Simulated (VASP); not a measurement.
Here is a VASP 6.6.1 calculation.

Contents of INCAR:

```
PREC = Normal
ENCUT = 520
EDIFF = 1E-4
ISMEAR = 0
SIGMA = 0.15
LREAL = False
LASPH = True
NELM = 60
ALGO = Fast
ISIF = 3
LWAVE = False
LCHARG = False
GGA = PE
IBRION = 2
NSW = 24
EDIFFG = -0.08
```

The input KPOINTS:

```
Automatic mesh
0
Gamma
  4 4 3
```

POSCAR

```
Ga3BSb2
1.0
    4.8676052300      0.0000000000      0.0000000000
   -2.4338026200      4.2154697900      0.0000000000
    0.0000000000      0.0000000000      6.6915929300
Ga B Sb
3 1 2
Direct
    0.5000000000      0.0000000000      0.5000000000
    0.0000000000      0.5000000000      0.5000000000
    0.5000000000      0.5000000000      0.5000000000
    0.0000000000      0.0000000000      0.0000000000
    0.0000000000      0.0000000000      0.7116297100
    0.0000000000      0.0000000000      0.2883702900
```

Potentials or basis: VASP PAW PBE potentials, release 64 (Ga_d, B, Sb).

The run is started by

```console
$ cat potpaw_PBE.64/Ga_d/POTCAR potpaw_PBE.64/B/POTCAR potpaw_PBE.64/Sb/POTCAR > POTCAR
$ mpirun -np 1 vasp_std > vasp.out
```

Q: Estimate the relaxed volume.

A: 32.55 Å³/atom.

Q: Predict the space group after relaxing (to 0.05 Å).

A: P6/mmm (No. 191).

Final structure:
```
CELL_PARAMETERS angstrom
5.44674 0.00000 0.00000
-2.72337 4.71701 0.00000
0.00000 0.00000 7.60265
ATOMIC_POSITIONS crystal
Ga 0.50000 0.00000 0.50000
Ga 0.00000 0.50000 0.50000
Ga 0.50000 0.50000 0.50000
B 0.00000 0.00000 0.00000
Sb 0.00000 0.00000 0.72278
Sb 0.00000 0.00000 0.27722
```

Caveat: the k mesh is coarse (spacing up to 0.37 Å⁻¹), so the values aren't converged; the volume moved by over 15 % at a fixed basis, so the end points are rough. Spin-orbit coupling is left out, which matters for the levels of Sb.
